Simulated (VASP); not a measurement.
A run of VASP 6.6.1:

The input INCAR:

```
SYSTEM = GaN
PREC = Accurate
ENCUT = 520
EDIFF = 1E-7
ISMEAR = 0
SIGMA = 0.02
LREAL = .FALSE.
LASPH = .TRUE.
NELM = 80
ALGO = Normal
ISIF = 3
LWAVE = .FALSE.
LCHARG = .FALSE.
GGA = CA
IBRION = 2
NSW = 80
EDIFFG = -0.002
```

Contents of KPOINTS:

```
regular mesh
0
G
  12 12 12
  0 0 0
```

File POSCAR:

```
GaN                                     
1.0
    0.0000000000      2.2319521009      2.2319521009
    2.2319521009      0.0000000000      2.2319521009
    2.2319521009      2.2319521009      0.0000000000
  Ga              N             
     1     1
Direct
     0.0000000000000000    0.0000000000000000    0.0000000000000000
     0.7500000000000000    0.7500000000000000    0.7500000000000000
```

Potentials or basis: VASP PAW LDA potentials, release 64 (Ga_d, N).

Launch:

```bash
$ cat potpaw_LDA.64/Ga_d/POTCAR potpaw_LDA.64/N/POTCAR > POTCAR
$ mpirun -np 1 vasp_std > vasp.out
```

Hardware: 1 thread of Intel(R) Xeon(R) Platinum 8488C (Sapphire Rapids), with other jobs on the host.

How long does it take, and how much memory?

Run time: 15 s on 1 thread of Intel(R) Xeon(R) Platinum 8488C (Sapphire Rapids), on a shared host, peak memory 0.14 GiB. Counts: scf iterations 23, k points 72, ion steps 3.
